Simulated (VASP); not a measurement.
Here is the system:

```xyz
2
Lattice="4.1517 0.0000 0.0000 0.0000 4.1517 0.0000 0.0000 0.0000 4.1517" Properties=species:S:1:pos:R:3 pbc="T T T"
Cs     0.0000     0.0000     0.0000
Cl     2.0758     2.0758     2.0758
```

All values below come from revTPSS meta-GGA, VASP's PBE PAW potentials (set 64) (plane waves; VASP 6.6.1). Settings: 520 eV cut-off, 7×7×7 Γ-centred mesh, tetrahedra with Blöchl corrections, potentials Cs_sv Cl.

Unless said otherwise, spin-orbit coupling is left out, though it shifts the bands of the heavy elements here.

Tabulate the total density of states (states/eV per cell) against energy (eV; zero at the valence-band maximum or, without a gap, the Fermi level).

```
E (eV) | DOS (states/eV)
    -9.98 |  0.00
    -9.62 |  0.00
    -9.38 |  0.00
    -9.02 |  0.00
    -8.66 |  0.00
    -8.42 |  0.00
    -8.06 |  0.00
    -7.70 |  0.00
    -7.46 |  0.00
    -7.10 |  0.00
    -6.74 |  0.03
    -6.50 | ############################## 9.65
    -6.14 | ############### 4.87
    -5.78 | ##### 1.56
    -5.54 |  0.00
    -5.18 |  0.00
    -4.82 |  0.00
    -4.46 |  0.00
    -4.22 |  0.00
    -3.86 |  0.00
    -3.50 |  0.00
    -3.26 |  0.00
    -2.90 |  0.00
    -2.54 |  0.00
    -2.30 |  0.00
    -1.94 |  0.00
    -1.58 |  0.00
    -1.34 |  0.00
    -0.98 | #### 1.14
    -0.62 | ######################## 7.81
    -0.38 | ################### 6.12
    -0.02 | ### 0.96
     0.34 |  0.00
     0.58 |  0.00
     0.94 |  0.00
     1.30 |  0.00
     1.54 |  0.00
     1.90 |  0.00
     2.26 |  0.00
     2.50 |  0.00
     2.86 |  0.00
     3.22 |  0.00
     3.46 |  0.00
     3.82 |  0.00
     4.18 |  0.00
     4.54 |  0.00
     4.78 |  0.00
     5.14 |  0.00
     5.50 |  0.00
     5.74 |  0.12
     6.10 | ## 0.52
     6.46 | ##### 1.71
     6.70 | ########## 3.06
     7.06 | ########### 3.40
     7.42 | ######## 2.50
     7.66 | ####### 2.13
     8.02 | ##### 1.47
     8.38 | ################ 5.26
     8.62 | ############# 4.34
     8.98 | ##### 1.49
```
Within 2 eV below the valence-band maximum the largest weight inside VASP's projection spheres is Cl p.

The compound is CsCl in the CsCl type structure. It was relaxed first.
